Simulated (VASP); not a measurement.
VASP input:

INCAR:
```
ALGO = Normal
EDIFF = 1E-7
ENCUT = 520
ISIF = 2
ISMEAR = -5
LASPH = .TRUE.
LCHARG = .TRUE.
LEFG = .TRUE.
LMAXMIX = 4
LORBIT = 11
LREAL = .FALSE.
LWAVE = .FALSE.
NEDOS = 601
NELM = 100
PREC = Accurate
SYSTEM = SnO2
```

POSCAR:
```
SnO2
1
    4.7288429718     0.0000000000     0.0000000000
    0.0000000000     4.7288429718     0.0000000000
    0.0000000000     0.0000000000     3.1961615244
Sn O
2 4
Direct
  0.0000000000   0.0000000000   0.0000000000
  0.5000000000   0.5000000000   0.5000000000
  0.3059836945   0.3059836945   0.0000000000
  0.8059836945   0.1940163055   0.5000000000
  0.1940163055   0.8059836945   0.5000000000
  0.6940163055   0.6940163055   0.0000000000
```

File KPOINTS:
```
Automatic mesh
0
Gamma
5 5 8
0 0 0
```

POTCAR, in this order: Sn_d O (LDA.64 set). Program: vasp_std.

Translate this LDA calculation to Ansatz.

One equivalent input (not run):
Ansatz 0.2 input:
```yaml
crystal:
  lattice:
    - [4.7288430, 0.0000000, 0.0000000]
    - [0.0000000, 4.7288430, 0.0000000]
    - [0.0000000, 0.0000000, 3.1961615]
  atoms:
    - { symbol: Sn, position: [0.0000000, 0.0000000, 0.0000000] }
    - { symbol: Sn, position: [0.5000000, 0.5000000, 0.5000000] }
    - { symbol: O, position: [0.3059837, 0.3059837, 0.0000000] }
    - { symbol: O, position: [0.8059837, 0.1940163, 0.5000000] }
    - { symbol: O, position: [0.1940163, 0.8059837, 0.5000000] }
    - { symbol: O, position: [0.6940163, 0.6940163, 0.0000000] }
kpoints:
  mp_grid: { grid: [5, 5, 8] }
hamiltonian:
  xc: lda
  pseudopotentials: { kind: paw }
scf:
  occupations: { method: tetrahedron }
  max_iter: 100
output: { forces: true, stress: true, eigenvalues: true }
```
Limits of the translation: each code has its own PAW files, so the cut-off isn't converted (ENCUT is set for VASP's; basis.ecutwfc is left out, and Ansatz then takes the one that its files recommend); Ansatz stops its SCF on the density residual and VASP on the energy change (EDIFF); Ansatz's lda is the Perdew-Wang form, while the LDA potentials of VASP carry Perdew-Zunger's; the field gradients of LEFG aren't asked of the other code.

The compound is SnO2 in the rutile structure. It was relaxed first.
